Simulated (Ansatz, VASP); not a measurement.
# Si27HC26 (V_C-H): VASP beside Ansatz

One calculation is typed for both programs; each brings its own data sets. How far apart do they land? The cell is taken from a series of runs on this material, whose earlier steps may have relaxed, scaled, displaced or heated it; both programs get it as it stands.

Program: Ansatz 0.2.0. Level of theory: plane waves, with VASP 6.6.1 beside it; single point at r2SCAN. Results are calculated unless marked as measured.

## 1. The starting structure

The cell holds 54 atoms: 27 Si, 26 C and 1 H. Cell: a = 9.242 Å, b = 9.242 Å, c = 9.242 Å, α = 60.0°, β = 60.0°, γ = 60.0°. It derives from SiC (SiC (F-43m)). Nearest the centre at fractional (0.417, 0.417, 0.417): H54 at 0.24 Å, Si14 at 2.04 Å, Si23 at 2.16 Å, Si17 at 2.17 Å, Si15 at 2.17 Å, C40 at 3.06 Å, C32 at 3.07 Å, C38 at 3.07 Å.

Coordinates:

```xyz
54
Lattice="0.0000 6.5349 6.5349 6.5349 0.0000 6.5349 6.5349 6.5349 0.0000" Properties=species:S:1:pos:R:3 pbc="T T T"
Si    0.0056    6.5371    6.5341
Si    2.1871    2.1851    0.0165
Si    4.3697   10.9017    6.5339
Si    2.1867    0.0219    2.1803
Si    4.3521    2.1921    2.1878
Si    6.5387   10.8962    8.6936
Si    4.3709    6.5358   10.8993
Si    6.5394    8.6965   10.8913
Si    8.7437   10.8994   10.8943
Si    0.0234    2.1851    2.1805
Si    2.1947    4.3490    2.1880
Si   10.8970    6.5373    8.6930
Si    2.1944    2.1922    4.3456
Si    4.2724    4.2726    4.2650
Si    6.6969    6.6971    4.1917
Si   10.8983    8.6968    6.5327
Si    6.7018    4.1945    6.6945
Si    8.7409    6.5351    6.5316
Si    0.0052    4.3671    4.3634
Si    8.6995    6.5373   10.8902
Si   10.9005    8.7431   10.8936
Si    8.7002   10.8965    6.5321
Si    4.1976    6.6985    6.6912
Si    6.5373    8.7391    6.5307
Si   10.9013   10.8996    8.7366
Si    6.5383    6.5351    8.7341
Si    8.7201    8.7171    8.7135
C     1.0941    1.0930    1.0873
C     3.2747    3.2736    1.0883
C     5.4490    5.4513    1.0821
C     3.2746    1.0940    3.2678
C     5.4669    3.2792    3.2720
C     7.6257    5.4324    3.2667
C     5.4499    1.0906    5.4424
C     7.6267    3.2722    5.4263
C     9.8083    5.4476    5.4407
C     1.0953    3.2737    3.2679
C     3.2788    5.4676    3.2715
C     5.4327    7.6256    3.2665
C     3.2795    3.2796    5.4596
C     7.6226    7.6221    5.4593
C     5.4335    3.2724    7.6196
C     7.6237    5.4657    7.6166
C     9.8042    7.6271    7.6179
C     1.0894    5.4516    5.4416
C     3.2734    7.6258    5.4257
C     5.4469    9.8094    5.4399
C     3.2735    5.4327    7.6189
C     5.4664    7.6222    7.6157
C     7.6244    9.8065    7.6170
C     5.4478    5.4478    9.8011
C     7.6256    7.6272    9.7965
C     9.8029    9.8036    9.7956
H     5.3095    5.3184    5.2969
```

## 2. Ansatz: single point, r2SCAN

Ansatz runs on its PAW soft_1 files.

A single point gives forces, pressure and levels at one fixed geometry, so differences don't come from the geometry; what else differs is listed under the comparison.

Input file input.yaml:

```yaml
crystal:
  checkpoint: "../qp4_M1.relax.run"
  host: checkpoint
basis:
  ecutwfc: 500
  xc_grid: 2
hamiltonian:
  xc: r2scan
  pseudopotentials: { kind: paw, azcp: { folder: soft_1 } }
kpoints:
  mp_grid: { grid: [2, 2, 2], shift: [0.5, 0.5, 0.5] }
scf:
  occupations: { method: fixed }
  max_iter: 100
output:
  forces: true
  eigenvalues: true
  charged_corrections: { defect_position: [0.416667, 0.416667, 0.416667] }
checkpoint:
  read: "../qp4_M1.relax.run"
  write: "../qp4_M1.point_neutral.run"
  compress: false
  write_wavefunctions: false
  write_every: 100000
magnetization:
  spin_polarized: true
  initial_magnetization: 1
  spin_locking: { lock_magnetization: hard }
```

Launch:

```console
$ ansatz run input.yaml --threads 4 --pin off --max-ram 7536MiB --backend cpu --events-out ev --progress --plain --runs-dir out
```

Numbers of over 12 decimals in the logs are rounded to 6 here.

What it wrote:

```text
Warning: This run holds its total moment fixed (magnetization.spin_locking.lock_magnetization: hard) and mixes its density by anderson or broyden (scf.mixing.algorithm, typed or taken by auto). Slabs with a fixed moment have converged under broyden above another state at the same moment, at the default mixing steps and at smaller ones, and under scf.lower_state_search: standard, light or off a state that such a mixer [...]
checkpoint.read: neither the saved density nor the saved orbitals are used: the state is of another total charge, and does not settle where this run's electrons and spins go. The run starts from its atoms. Which states do: the manual's quickstart, A charge series.
crystal.checkpoint: the structure is that of <dir>, a `relax` run, at its step 15: its result, under r2scan at a charge of 4 e; 54 atoms read, 0 with a starting moment; this deck's charge is 0 e; no density is read with it (checkpoint.read); crystal.structure_sha256 for this input is
Engine: ansatz 0.2.0, aarch64-unknown-linux-gnu
Pseudopotentials: kind: paw
Pseudopotential: Si, paw, valence charge 4, recommended cutoff 500 eV (meta_gga), soft_1/Si.paw.azcp
Pseudopotential: C, paw, valence charge 4, recommended cutoff 500 eV (meta_gga), soft_1/C.paw.azcp
Pseudopotential: H, paw, valence charge 1, recommended cutoff 500 eV (meta_gga), soft_1/H.paw.azcp
Functional definition: r2SCAN
  parameter k0 = 0.174
  parameter k1 = 0.065
  parameter a1 = 4.9479
  exchange = r2scan_x(k0 = k0, k1 = k1, a1 = a1)
  correlation = r2scan_c
Crystal: 54 atoms, lattice volume = 558.142 Å³
Basis set: ecut = 500 eV, 14163 PW (Γ), exchange–correlation on 144×144×144 points (8 copies of the dense FFT grid, shifted against one another)
Bands: 161, of which v1, the nominal top of the filled ones, is band 107 counted from 1 (106 counted from 0)
Symmetry: 1 space group operations
Space group: P1 (ITA 1), of the structure as read, at distance tolerance 8.2e-5 Å
Magnetic group: BNS 1.1 (UNI 1), of the structure as read, at distance tolerance 8.2e-5 Å
k-points: 4 of 8 (time reversal used)
Non-local potential: Si, projectors of the file, l = 0: 2, l = 1: 2, l = 2: 1
Non-local potential: C, projectors of the file, l = 0: 2, l = 1: 2, l = 2: 1
Non-local potential: H, projectors of the file, l = 0: 2, l = 1: 1
PAW form: soft (Blöchl's): semilocal exchange-correlation on the pseudo side does not see the compensation charge
PAW frozen core: Si, regenerated for the run's functional (the file was generated under x = pbe(κ = 0.804, μ = 0.219515), c = pbe(β = 0.066725))
PAW frozen core: C, regenerated for the run's functional (the file was generated under x = pbe(κ = 0.804, μ = 0.219515), c = pbe(β = 0.066725))
PAW one-centre angular grid: Si, 302 points (default); XC on 160 Gauss nodes
PAW one-centre angular grid: C, 302 points (default); XC on 219 of its mesh's 2255 points in the sphere
PAW one-centre angular grid: H, 302 points (default); XC on 160 Gauss nodes
Initial density: superposition of atomic densities (chi_scale 0.1, normalization cell)
Starting moments: Σ|m| = 1 μB on 54 of 54 sites
Initial wavefunctions: pseudopotential atomic-orbital guess
Functional: x = r2scan, c = r2scan; τ floored in thin density (d = 2e-4 eV/Å³)
SCF iter   1: F=—  HF=-23860.004172 eV  |F-HF|=—  |Δ(HF+E_count)|=         —  Δρ=7.17e-2 (↑7.05e-2 ↓7.17e-2)  dr2=1.43e2  dr2_τ=3.69e0  dr2_m=1.33e-2  M=1.000 μB ∫|m|=1.000 μB  β_m=1.20  ethr=3.10e-3  ⟨swp⟩=5.0  Hψ=4774  notcnv=0  defer=416
preconditioner: auto → Resta (q_TF=auto, 2.324 Å⁻¹)  ε∞=3.8  [insulator: Δε(μ)=0.006 eV  Ē_g=13.612 eV  n_scr=112 (ndim 8)  ℏωp=22.9 eV  f_vac=0.000  ε∞_Penn≈3.8]
spin=Collinear: Resta preconditioning applied to the charge; magnetization (m = ρ↑ − ρ↓) channel mixes plain (no charge-response kernel on spin).
SCF iter   2: F=—  HF=-23831.971360 eV  |F-HF|=—  |Δ(HF+E_count)|=    2.80e1  Δρ=4.13e-2 (↑4.11e-2 ↓4.13e-2)  dr2=4.60e1  dr2_τ=1.89e-1  dr2_m=1.57e-3  M=1.000 μB ∫|m|=1.064 μB  β_m=1.20  ethr=3.10e-3  ⟨swp⟩=3.0  Hψ=2406  notcnv=0  defer=416  κ⁻¹=1.0e0(r=1)
SCF iter   3: F=—  HF=-23823.035443 eV  |F-HF|=—  |Δ(HF+E_count)|=    8.94e0  Δρ=1.55e-2 (↑1.55e-2 ↓1.55e-2)  dr2=3.75e0  dr2_τ=1.67e-2  dr2_m=3.21e-4  M=1.000 μB ∫|m|=1.213 μB  β_m=1.20  ethr=3.10e-3  ⟨swp⟩=3.0  Hψ=2394  notcnv=0  defer=414  κ⁻¹=6.0e-2(r=2)
[...]
atom   5  Si    -0.21845637    -0.14866150     0.00516508
  atom   6  C      0.12491580     0.04348080     0.06836913
  atom   7  Si    -0.03818645    -0.13273231    -0.13195340
  atom   8  C      0.17376595    -0.01397273     0.20868264
  atom   9  Si     0.33621819    -0.32095817    -0.43056321
  atom  10  C     -0.09350495    -0.34538804    -0.27260745
  atom  11  Si    -0.09816329     0.00853349     0.22046575
  atom  12  C      0.40359433    -0.16445068    -0.18235179
  atom  13  Si    -0.21333705     0.04246152    -0.22411498
  atom  14  C      0.11931587    -0.04799735     0.12817609
  atom  15  Si    -0.09588807     0.41537421    -0.03235313
  atom  16  C      0.53170310    -0.32509682    -0.20783839
  atom  17  Si    -0.59797223    -0.10833808    -0.09827334
  atom  18  C      0.24050370     0.05602280     0.12103919
  atom  19  Si    -0.13561010    -0.01190553    -0.15276069
  atom  20  C      0.01632910     0.13396705     0.20857049
  atom  21  Si    -0.36296786     0.36473269    -0.44849906
  atom  22  C     -0.31223839    -0.14309738    -0.28625588
  atom  23  Si    -0.03010134    -0.03571453     0.22958298
  atom  24  C     -0.16553827     0.39906448    -0.18995761
  atom  25  Si    -0.35286535    -0.33075665     0.33749897
  atom  26  C     -0.29174142    -0.33916378    -0.06070208
  atom  27  Si     1.10756583     1.10087262     1.14700635
  atom  28  Si    -0.38494270    -0.39556542     0.69880831
[...]
atom  47  C      0.15008689     0.05453997     0.15236559
  atom  48  Si    -0.09132435    -0.06778438    -0.56596469
  atom  49  C      0.11581822     0.04769668     0.25204225
  atom  50  Si    -0.02958573     0.02417860    -0.69443572
  atom  51  C      0.11632548     0.03127059     0.13750331
  atom  52  Si    -0.19454857    -0.07677640    -0.18293958
  atom  53  C      0.16513889     0.12803003     0.15797974
  atom  54  H     -0.72744117    -0.72548201    -0.69793269
  max |Σ_I F_I| component: 4.50e-3 eV/Å
--- Band table (eV; the first three rows and the last of 8) ---
  k-point 0 ↑: bands = [... 103 lower, 8.9035, 8.9246, 11.1933, 11.6646, 11.7244, 11.9177, 12.4006, 12.4176, ... 50 higher]
  k-point 1 ↑: bands = [... 103 lower, 8.5284, 8.7976, 10.9586, 11.1691, 11.7238, 11.7839, 12.7611, 12.9300, ... 50 higher]
  k-point 2 ↑: bands = [... 103 lower, 8.5280, 8.7876, 10.9587, 11.1421, 11.7535, 11.7818, 12.7520, 12.9393, ... 50 higher]
  k-point 3 ↓: bands = [... 103 lower, 8.5428, 8.8136, 11.2866, 11.6253, 12.0440, 12.1641, 12.8732, 13.1234, ... 50 higher]
```

## 3. VASP: single point, r2SCAN

The same cell, functional and mesh now go to VASP, with its own data sets.

Lines of VASP's logs that name or quote its potential files are left out, and so is its time.

Input file INCAR:

```
SYSTEM = Si27HC26
PREC = Accurate
ENCUT = 580
EDIFF = 1E-06
NELM = 200
ISMEAR = 0
SIGMA = 0.01
LREAL = Auto
ALGO = Normal
METAGGA = R2SCAN
LASPH = .TRUE.
NBANDS = 144
ISPIN = 2
MAGMOM = 0 0.01 0 0.01 0.01 0 -0 0 0 0.01 0.01 0 0 0.02 0.03 0 0.05 0 -0 0 0 0 0.05 0 0 0 -0 -0 -0 -0 0 0.01 0 0 0 -0 0 0.01 0 0 0.01 -0 0 -0 0 0 -0 -0 0 -0 -0 -0 -0 0.01
LORBIT = 11
LWAVE = .FALSE.
LCHARG = .FALSE.
ISIF = 2
ISYM = 0
NUPDOWN = 1
GGA_COMPAT = .FALSE.
LMIXTAU = .TRUE.
KPAR = 4
```

Input file POSCAR:

```
Si27HC26
1.0
    0.0000000000      6.5348887282      6.5348887282
    6.5348887282      0.0000000000      6.5348887282
    6.5348887282      6.5348887282      0.0000000000
Si C H
27 26 1
Direct
    0.9996845670      0.0001969760      0.0006600444
    0.0011111060      0.0014205969      0.3332583638
    0.9996996802      0.0001455697      0.6685340870
    0.0011882265      0.3324554755      0.0021606264
    0.0021306801      0.3326563489      0.3333160826
    0.9985643816      0.3317711564      0.6688186757
    0.9995786400      0.6682913618      0.0005632546
    0.9983570310      0.6682753850      0.3324170385
    0.9984906057      0.6686108195      0.6693849537
    0.3322339047      0.0014443033      0.0021350807
    0.3322421334      0.0025801486      0.3332660670
    0.3315569744      0.9986945567      0.6688192236
    0.3323275873      0.3326640427      0.0031336538
    0.3263376534      0.3263071643      0.3274823775
    0.3207270876      0.3207095636      0.7040890809
    0.3313837293      0.6682772159      0.9994398739
    0.3203710993      0.7040568597      0.3214901748
    0.3309717731      0.6685209383      0.6690560892
    0.6675938629      0.0001203849      0.0006782142
    0.6678014464      0.9986682874      0.3325702458
    0.6684278128      0.9985651911      0.6694791548
    0.6678326129      0.3317377582      0.9996016979
    0.7033113874      0.3206006425      0.3217320660
    0.6681475503      0.3312075003      0.6691551055
    0.6683294380      0.6685909804      0.9995797481
    0.6680264459      0.6685065322      0.3320083339
    0.6664570554      0.6669195756      0.6674684443
    0.0831099914      0.0832716566      0.0841483931
    0.0831856050      0.0833579252      0.4177557427
    0.0829766247      0.0826170311      0.7512097706
    0.0831868693      0.4168699667      0.0842248251
    0.0829683035      0.4177321710      0.4188345934
    0.0821262401      0.4177560996      0.7491626491
    0.0828703877      0.7499471274      0.0840206842
    0.0820042332      0.7483515764      0.4187201589
    0.0826294231      0.7499272178      0.7509848287
    0.4167118911      0.0833540124      0.0842481429
    0.4177856794      0.0828362964      0.4188978840
    0.4177130535      0.0821500233      0.7491884648
    0.4177388200      0.4177212082      0.0841247620
    0.4176713964      0.4177444280      0.7486950312
    0.4176410023      0.7483518715      0.0831148235
    0.4176479967      0.7478793640      0.4187361983
    0.4162883399      0.7494438749      0.7508451355
    0.7501063558      0.0825939329      0.0841178347
    0.7481431489      0.0821185664      0.4187874185
    0.7500060333      0.0824352812      0.7510826835
    0.7481479018      0.4177372814      0.0831851848
    0.7476417482      0.4177450113      0.4187510809
    0.7497485253      0.4158398414      0.7508887741
    0.7499029348      0.7499025620      0.0837528407
    0.7496790263      0.7494328146      0.4174725918
    0.7495392193      0.7494270150      0.7506606544
    0.4059621726      0.4045922815      0.4078901125
```

Input file KPOINTS:

```
Points of the shifted mesh
8
Reciprocal
 0.2500000000  0.2500000000  0.2500000000 1
 0.2500000000  0.2500000000  0.7500000000 1
 0.2500000000  0.7500000000  0.2500000000 1
 0.2500000000  0.7500000000  0.7500000000 1
 0.7500000000  0.2500000000  0.2500000000 1
 0.7500000000  0.2500000000  0.7500000000 1
 0.7500000000  0.7500000000  0.2500000000 1
 0.7500000000  0.7500000000  0.7500000000 1
```

PAW data sets: Si, C and H (PBE family, release 64).

Launch:

```console
$ mpirun -np 8 vasp_std
```

What it wrote:

```text
[banner, memory and clock lines left out]
running    8 mpi-ranks, on    1 nodes
[...]
|                                                                             |
|           W    W    AA    RRRRR   N    N  II  N    N   GGGG   !!!           |
|           W    W   A  A   R    R  NN   N  II  NN   N  G    G  !!!           |
|           W    W  A    A  R    R  N N  N  II  N N  N  G       !!!           |
|           W WW W  AAAAAA  RRRRR   N  N N  II  N  N N  G  GGG   !            |
|           WW  WW  A    A  R   R   N   NN  II  N   NN  G    G                |
|           W    W  A    A  R    R  N    N  II  N    N   GGGG   !!!           |
|                                                                             |
|     For optimal performance we recommend to set                             |
|       NCORE = 2 up to number-of-cores-per-socket                            |
|     NCORE specifies how many cores store one orbital (NPAR=cpu/NCORE).      |
|     This setting can greatly improve the performance of VASP for DFT.       |
[...]
|                                                                             |
|     You enforced a specific xc type in the INCAR file but a different       |
|     [... a line on the potential file left out ...]
|     I HOPE YOU KNOW WHAT YOU ARE DOING!                                     |
|                                                                             |

 LDA part: xc-table for (None), standard interpolation
 POSCAR, INCAR and KPOINTS ok, starting setup
[...]
entering main loop
       N       E                     dE             d eps       ncg     rms          rms(c)
DAV:   1     0.602441501819E+03    0.60244E+03   -0.10702E+05  4608   0.150E+03
DAV:   2    -0.508879458606E+03   -0.11113E+04   -0.10544E+04  5664   0.254E+02
DAV:   3    -0.586785975022E+03   -0.77907E+02   -0.77012E+02  5544   0.628E+01
DAV:   4    -0.588571505750E+03   -0.17855E+01   -0.17759E+01  5608   0.103E+01
[...]
DAV:  18    -0.508785234397E+03   -0.12217E-04   -0.13767E-05  5200   0.114E-02    0.260E-02
DAV:  19    -0.508785235876E+03   -0.14785E-05   -0.40760E-06  4584   0.487E-03    0.105E-02
DAV:  20    -0.508785236007E+03   -0.13198E-06   -0.86287E-07  2704   0.240E-03
   1 F= -.50878524E+03 E0= -.50878524E+03  d E =-.800099E-07  mag=     1.0000
```

Parts of OUTCAR (step 3):

```text
  FREE ENERGIE OF THE ION-ELECTRON SYSTEM (eV)
  ---------------------------------------------------
  free  energy   TOTEN  =      -508.7852360075 eV

  energy  without entropy=     -508.7852359275  energy(sigma->0) =     -508.78523597

 magnetization (x)
# of ion       s       p       d       tot
------------------------------------------
    1        0.000  -0.000   0.000   0.000
    2        0.007   0.006   0.000   0.013
    3        0.000   0.001   0.000   0.001
    4        0.005   0.003   0.000   0.008
    5        0.004   0.005   0.000   0.009
    6        0.001  -0.000   0.000   0.000
    7        0.000   0.000   0.000   0.000
    8        0.000   0.000   0.000   0.001
    9        0.001   0.002   0.000   0.003
   10        0.005   0.003   0.000   0.008
   11        0.004   0.005   0.000   0.009
   12        0.001  -0.000   0.000   0.000
   13        0.002   0.002   0.000   0.004
[...]
--------------------------------------------------
tot          0.108   0.314   0.000   0.421
```

SCAN-type functionals tend to overstate the moments of itinerant magnets.

## 4. Differences

Known differences besides the potentials themselves: VASP starts from the moments at which Ansatz ended; VASP keeps PBE cores, Ansatz makes them for the functional; fixed occupations in Ansatz, narrow Gaussian smearing in VASP; the cutoff is 500 eV in Ansatz and 580 eV in VASP (PREC = Accurate, projectors in real space); site moments are counted in spheres of each program's own size. Total energies have different zeros and are not compared.

Both answers:

| quantity | Ansatz | VASP | difference |
| --- | --- | --- | --- |
| total moment, fixed by the input (μB) | 1.00 | 1.00 | 0.00 |
| moment on Si17 (μB) | 0.05 | 0.12 | -0.07 |
| moment on Si23 (μB) | 0.05 | 0.12 | -0.06 |
| moment on Si14 (μB) | 0.02 | 0.06 | -0.04 |

Forces on 7 of the 54 atoms, those with the largest forces and the largest differences (eV/Å; atoms numbered as in POSCAR):

| atom | Ansatz x, y, z | VASP x, y, z |
| --- | --- | --- |
| Si14 | 1.108, 1.101, 1.147 | 1.065, 1.059, 1.050 |
| Si15 | -0.385, -0.396, 0.699 | -0.607, -0.620, 0.595 |
| Si17 | -0.391, 0.620, -0.414 | -0.580, 0.579, -0.447 |
| Si23 | 0.654, -0.407, -0.418 | 0.609, -0.599, -0.451 |
| C43 | 0.668, 0.005, 0.637 | 0.669, 0.054, 0.636 |
| C49 | 0.016, 0.645, 0.636 | 0.069, 0.647, 0.637 |
| H54 | -0.727, -0.725, -0.698 | -0.496, -0.490, -0.580 |

The forces differ by 51 meV/Å r.m.s., which is 15.5 % of the r.m.s. force of 0.329 eV/Å (both taken over all components).

## 5. What came out

* r.m.s. force difference (single point, r2SCAN): 16 % of the r.m.s. force

The r.m.s. force difference is 16 % of the r.m.s. force (single point, r2SCAN), beyond the 3 % picked in this series as the mark of a large difference. What causes the difference of the single point, r2SCAN pair stays open here. Such differences can come from data sets, numerical settings and the points named under the comparisons, not from the functional's error against experiment.

[Lines on the potential files, build, host, timing and source positions are cut from VASP's logs without a mark.]

[Logs are printed without paths, hosts, clocks, repeated set-up lines and the standing remarks that a program may print on its own settings, such as how far it seeks lower states.]

[Hosts, paths, dates, database ids (printed as entryN), source tags and the programs' standing remarks are cut or masked in the printed files.]
